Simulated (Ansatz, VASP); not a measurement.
## Zn9Ge20O49 (glassy 69GeO2-31ZnO (mol %)): VASP beside Ansatz

One calculation is typed for both programs; each brings its own data sets. How far apart do they land? The cell is taken from a series of runs on this material, whose earlier steps may have relaxed, scaled, displaced or heated it; both programs get it as it stands.

Program: Ansatz 0.2.0. Level of theory: plane waves, with VASP 6.6.1 beside it; single point at PBE. Results are calculated unless marked as measured.

### 1. Set-up

The cell holds 78 atoms: 20 Ge, 9 Zn and 49 O. Cell: a = 10.468 Å, b = 10.468 Å, c = 10.468 Å, α = 90.0°, β = 90.0°, γ = 90.0°. As first built, before any earlier steps moved the atoms (in the runner's words): 78 atoms (20 Ge, 9 Zn, 49 O) placed at random at 3.98 g/cm^3, melted at 4000 K for 10 ps at fixed volume with the Morse and Coulomb pair potential with partial charges (Pedone, Malavasi, Menziani, Cormack and Segre, J. Phys. Chem. B 110, 11780 (2006)). Quenched from 4000 K to 300 K at 20 K/ps and fixed volume, held 10 ps at zero pressure. The cell carries charge −1.

### 2. VASP: single point, PBE

A single point gives forces, pressure and levels at one fixed geometry, so differences don't come from the geometry; what else differs is listed under the comparison.

Lines of VASP's logs that name or quote its potential files are left out, and so is its time.

The input, INCAR:

```
SYSTEM = Zn9Ge20O49
PREC = Accurate
ENCUT = 600
EDIFF = 1E-06
NELM = 200
ISMEAR = -1
SIGMA = 0.01
LREAL = Auto
ALGO = Normal
GGA = PE
NELECT = 683
NBANDS = 400
ISPIN = 2
MAGMOM = 0 0 0 0 0 0 0 0 0 0 0 0 0 0 0 0 0 0 0 0 0 0 0 0 0 0 0 0 0 0 0 0 0 0 0 0 0 0 0 0 0 0 0 0 0 0 0 0 0 0 0 0 0 0 0 0 0 0 0 0 0 0 0 0 0 0 0 0 0 0 0 0 0 0 0 0 0 0
LORBIT = 11
LWAVE = .FALSE.
LCHARG = .FALSE.
ISIF = 2
LASPH = .TRUE.
GGA_COMPAT = .FALSE.
NCORE = 2
```

The input, POSCAR:

```
Zn9Ge20O49
1.0
   10.4682700000      0.0000000000      0.0000000000
    0.0000000000     10.4682700000      0.0000000000
    0.0000000000      0.0000000000     10.4682700000
Ge Zn O
20 9 49
Direct
    0.4190400000      0.0570900000      0.3141900000
    0.7884500000      0.3802300000      0.6394100000
    0.5293400000      0.3416400000      0.8279400000
    0.6234100000      0.0107600000      0.5313600000
    0.1904500000      0.0414400000      0.5264900000
    0.1084600000      0.9531500000      0.1960400000
    0.6807600000      0.9921500000      0.1501600000
    0.2400700000      0.3741700000      0.9038200000
    0.0247500000      0.6932700000      0.3306700000
    0.0993600000      0.3499800000      0.5864400000
    0.3621800000      0.3460400000      0.1993100000
    0.7441900000      0.2811000000      0.0555100000
    0.7425300000      0.6704600000      0.7129900000
    0.2863800000      0.5518900000      0.4016300000
    0.6210200000      0.7308000000      0.9912900000
    0.4166200000      0.0500600000      0.7655700000
    0.0074500000      0.1548900000      0.9597500000
    0.3488600000      0.8632000000      0.0198000000
    0.1242300000      0.6672300000      0.8910900000
    0.5784100000      0.7026300000      0.4404000000
    0.6350800000      0.5157900000      0.2035200000
    0.6324600000      0.2871300000      0.3676900000
    0.2850300000      0.5411800000      0.6870400000
    0.8910400000      0.4238000000      0.3538100000
    0.9031200000      0.9530900000      0.4064600000
    0.9181500000      0.0891000000      0.6637500000
    0.0216600000      0.7776300000      0.6215200000
    0.8843900000      0.8784200000      0.8928000000
    0.8939300000      0.6350700000      0.0874100000
    0.1792300000      0.6832200000      0.3976900000
    0.9504000000      0.5647900000      0.2466800000
    0.1526500000      0.2065800000      0.5145000000
    0.6295400000      0.3710900000      0.9638500000
    0.2598600000      0.4702700000      0.2556800000
    0.2684600000      0.4443600000      0.5305400000
    0.9280600000      0.2790800000      0.6594700000
    0.5478600000      0.1278800000      0.4211700000
    0.7880600000      0.0388100000      0.5376600000
    0.9329900000      0.7655600000      0.4515300000
    0.6545500000      0.6686500000      0.2992800000
    0.4231000000      0.6349900000      0.4576900000
    0.9310300000      0.0519200000      0.8458800000
    0.3966800000      0.4565200000      0.8182400000
    0.3565700000      0.3478600000      0.0333200000
    0.3235600000      0.9815300000      0.4317600000
    0.2767400000      0.9409800000      0.1573600000
    0.3292500000      0.1907100000      0.2600000000
    0.9024800000      0.2854000000      0.9941500000
    0.2752300000      0.0234500000      0.6825900000
    0.0158600000      0.0350900000      0.0805300000
    0.4318100000      0.9592900000      0.9091600000
    0.9647000000      0.7089100000      0.9365700000
    0.7122800000      0.6037300000      0.0553300000
    0.7870800000      0.0057800000      0.2717100000
    0.5119400000      0.3898400000      0.2652400000
    0.6555500000      0.6352600000      0.5746100000
    0.0157000000      0.4546400000      0.4863600000
    0.7193900000      0.8712000000      0.0252000000
    0.8513500000      0.7996700000      0.7178600000
    0.5671700000      0.8712000000      0.4572400000
    0.4633800000      0.7393900000      0.0553700000
    0.0496100000      0.9656400000      0.5915800000
    0.1661100000      0.5210400000      0.9654800000
    0.1577700000      0.3948500000      0.7433600000
    0.8256100000      0.5212900000      0.7292200000
    0.4209700000      0.2109000000      0.8193600000
    0.1497700000      0.6748200000      0.7217900000
    0.5660300000      0.0198800000      0.6896100000
    0.0788200000      0.0140700000      0.3494900000
    0.6372400000      0.3191100000      0.6969000000
    0.6167300000      0.7063000000      0.8241600000
    0.2099400000      0.8012500000      0.9496200000
    0.7579400000      0.3499800000      0.2127200000
    0.1594100000      0.2213800000      0.9373800000
    0.5142900000      0.9763300000      0.1958000000
    0.0344500000      0.7970400000      0.1931200000
    0.6763900000      0.1276600000      0.0474500000
    0.7513900000      0.3804400000      0.4723400000
```

The input, KPOINTS:

```
Automatic mesh
0
Gamma
1 1 1
0 0 0
```

The projector-augmented-wave data sets are Ge_d, Zn and O (PBE family, release 64).

On the command line:

```sh
$ mpirun -np 8 vasp_gam
```

Numbers of over 12 decimals in the logs are rounded to 6 here.

The log of the run:

```text
[banner, memory and clock lines left out]
running    8 mpi-ranks, on    1 nodes
[...]
LDA part: xc-table for (Slater+PW92), standard interpolation
 POSCAR, INCAR and KPOINTS ok, starting setup
[...]
entering main loop
       N       E                     dE             d eps       ncg     rms          rms(c)
DAV:   1     0.221620368050E+05    0.22162E+05   -0.25823E+05  1984   0.471E+03
DAV:   2     0.550819300139E+04   -0.16654E+05   -0.15520E+05  1600   0.137E+03
DAV:   3     0.387692635885E+03   -0.51205E+04   -0.47973E+04  1704   0.428E+02
DAV:   4    -0.475090555248E+03   -0.86278E+03   -0.84301E+03  1800   0.194E+02
DAV:   5    -0.534625966795E+03   -0.59535E+02   -0.58632E+02  1920   0.530E+01BRMIX: very serious problems
 the old and the new charge density differ
 old charge density:   682.00000 new  683.00000
    0.565E+01
DAV:   6    -0.450996092879E+03    0.83630E+02   -0.28277E+02  2752   0.104E+02    0.223E+01
DAV:   7    -0.456836819160E+03   -0.58407E+01   -0.82054E+01  1808   0.162E+01    0.168E+01
DAV:   8    -0.456466766907E+03    0.37005E+00   -0.13698E+01  2416   0.160E+01    0.585E+00
DAV:   9    -0.455852672333E+03    0.61409E+00   -0.26108E+00  2568   0.101E+01    0.264E+00
[...]
DAV:  18    -0.455841204805E+03   -0.31134E-05   -0.60481E-05  2080   0.478E-02    0.993E-03
DAV:  19    -0.455841206363E+03   -0.15587E-05   -0.14884E-05  2064   0.146E-02    0.716E-03
DAV:  20    -0.455841206816E+03   -0.45252E-06   -0.48705E-06  1488   0.948E-03
   1 F= -.45584121E+03 E0= -.45583429E+03  d E =-.138421E-01  mag=     0.0457
```

From OUTCAR (step 2):

```text
  FREE ENERGIE OF THE ION-ELECTRON SYSTEM (eV)
  ---------------------------------------------------
  free  energy   TOTEN  =      -455.8412068159 eV

  energy  without entropy=     -455.8273647651  energy(sigma->0) =     -455.83428579

 magnetization (x)
# of ion       s       p       d       tot
------------------------------------------
    1        0.001   0.000   0.000   0.001
    2        0.000   0.000   0.000   0.001
    3        0.001   0.000   0.000   0.001
    4        0.000   0.000   0.000   0.000
    5        0.001   0.000   0.000   0.001
    6        0.000   0.000   0.000   0.001
    7        0.001   0.000   0.000   0.001
    8        0.001   0.000   0.000   0.001
    9        0.000   0.000   0.000   0.000
   10        0.001   0.000   0.000   0.001
   11        0.000   0.000   0.000   0.000
   12        0.001   0.000   0.000   0.001
   13        0.000  -0.000   0.000   0.000
[...]
--------------------------------------------------
tot          0.022   0.005   0.000   0.028

[... 1 further part left out ...]
```

This run allows spin, but its moments start at zero, where symmetry between the spins tends to hold them. Its electron count is odd, so without a moment it is a metal by construction.

(Part 1 of 2 ends here.)

[Lines on the potential files, build, host, timing and source positions are cut from VASP's logs without a mark.]

[Logs are printed without paths, hosts, clocks, repeated set-up lines and the standing remarks that a program may print on its own settings, such as how far it seeks lower states.]

[Hosts, paths, dates, database ids (printed as entryN), source tags and the programs' standing remarks are cut or masked in the printed files.]
